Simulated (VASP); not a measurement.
Method: MS2 meta-GGA, VASP's PBE PAW potentials (set 64) (plane waves; VASP).

VASP ran on this input.

### INCAR
```
SYSTEM = TiAl
PREC = Accurate
ENCUT = 520
EDIFF = 1E-7
NELM = 100
ALGO = Normal
LREAL = .FALSE.
LASPH = .TRUE.
ISMEAR = 1
SIGMA = 0.1
METAGGA = MS2
LMIXTAU = .TRUE.
LMAXMIX = 4
LWAVE = .FALSE.
LCHARG = .FALSE.
ISIF = 4
IBRION = 2
NSW = 30
EDIFFG = -0.01
```

POSCAR:
```
TiAl
1
    2.8673786413     0.0000000000     0.0000000000
    0.0000000000     2.8673786413     0.0000000000
    0.0000000000     0.0000000000     4.1290196499
Ti Al
1 1
Direct
  0.0000000000   0.0000000000   0.0000000000
  0.5000000000   0.5000000000   0.5000000000
```

### KPOINTS
```
Automatic mesh
0
Gamma
13 13 9
0 0 0
```

POTCAR, in this order: Ti_sv Al (PBE.64 set). Program: vasp_std.

Problem. What does the run give for the energy per atom (σ→0), band gap (on the k-mesh)?

Solution. 
* **energy per atom (σ→0)**: -10.516 eV/atom
* **band gap (on the k-mesh)**: none (metal, semimetal or under 0.01 eV)

OSZICAR:
```
...
DAV:   8    -0.210321834092E+02    0.35365E-05   -0.53865E-06  4180   0.245E-02    0.154E-03
DAV:   9    -0.210321835875E+02   -0.17830E-06   -0.38549E-07  3561   0.644E-03    0.166E-03
DAV:  10    -0.210321842102E+02   -0.62265E-06   -0.25316E-08  1596   0.218E-03    0.124E-03
DAV:  11    -0.210321868989E+02   -0.26887E-05   -0.17792E-07  2123   0.610E-03    0.115E-03
DAV:  12    -0.210321863328E+02    0.56604E-06   -0.45989E-08  1561   0.286E-03    0.721E-04
DAV:  13    -0.210321855520E+02    0.78084E-06   -0.14129E-08  1549   0.152E-03    0.973E-05
DAV:  14    -0.210321854751E+02    0.76886E-07   -0.42430E-09  1549   0.741E-04
   3 F= -.21032185E+02 E0= -.21032059E+02  d E =-.248723E-03
```

The compound is TiAl in the L1_0 structure. This cell is one point of a volume scan, at 1.06 of the reference volume. Symmetry was kept, so distortions that lower it aren't found. The electron count is odd and the run is not spin-polarised, which forces a metal.
